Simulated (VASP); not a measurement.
Consider the following.

```xyz
2
Lattice="1.7405 -3.0147 0.0000 1.7405 3.0147 0.0000 0.0000 0.0000 5.5675" Properties=species:S:1:pos:R:3 pbc="T T T"
Tl     1.7405     1.0049     1.3919
Tl     1.7405    -1.0049     4.1756
```

These are r2SCAN+rVV10, VASP's PBE PAW potentials (set 64) (plane waves; VASP) values and carry that method's errors. Run with 520 eV cut-off, 14×14×8 Γ-centred mesh, tetrahedra with Blöchl corrections, potentials Tl_d.

**Question.** Give the energies of bands 11 to 16 at the high-symmetry points, in eV from the Fermi level.

**Answer.** 
| band | Γ | M | K | A | L | H |
|---|---|---|---|---|---|---|
| 11 | -10.38 | -6.11 | -4.91 | -8.92 | -5.04 | -4.41 |
| 12 | -5.44 | -4.93 | -4.91 | -8.92 | -5.04 | -4.41 |
| 13 | -2.89 | -0.82 | -1.32 | 3.35 | -2.32 | -0.96 |
| 14 | 8.02 | 0.47 | 1.73 | 3.35 | -2.32 | -0.96 |
| 15 | 8.02 | 1.32 | 1.73 | 9.01 | 5.59 | 0.21 |
| 16 | 10.12 | 3.89 | 2.80 | 9.01 | 5.59 | 0.21 |

It has no gap at this level: it comes out as a metal or semimetal.

The compound is Tl in the hcp structure. It was relaxed first.
